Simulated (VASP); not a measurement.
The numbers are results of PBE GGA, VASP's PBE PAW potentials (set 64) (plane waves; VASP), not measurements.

VASP input:

### POSCAR
```
CuZn
3.0090
  1.0000000000   0.0000000000   0.0000000000
  0.0000000000   1.0000000000   0.0000000000
  0.0000000000   0.0000000000   1.0000000000
Zn Cu
1 1
Cartesian
  0.5000000000   0.5000000000   0.5000000000
  0.0000000000   0.0000000000   0.0000000000
```

### KPOINTS
```
Automatic mesh
0
Gamma
11 11 11
0 0 0
```

**INCAR**
```
SYSTEM=CuZn
PREC=Accurate; ENCUT=400; LREAL=.FALSE.
LASPH=.TRUE.
EDIFF=1E-8; NELM=100; ALGO=Normal
LMAXMIX=4
ISMEAR=1; SIGMA=0.1
GGA=PE
ISIF=2
LWAVE=.FALSE.; LCHARG=.FALSE.
```

POTCAR, in this order: Zn Cu (PBE.64 set). Program: vasp_std.

What will the output report for the number of irreducible k-points (NKPTS), number of bands (NBANDS), largest plane-wave count, number of space-group operations, FFT grid (NGX, NGY, NGZ)?

The number of irreducible k-points (NKPTS) is 56. The number of bands (NBANDS) comes out as 15, the largest plane-wave count is 505 and the number of space-group operations is 48. The FFT grid (NGX, NGY, NGZ) is 20 × 20 × 20.

The compound is CuZn in the CsCl type structure. The cell was not relaxed at this level. The run is one of a series of settings (EDIFF = 1E-8 against the base run), some of them coarse on purpose. The electron count is odd and the run is not spin-polarised, which forces a metal.
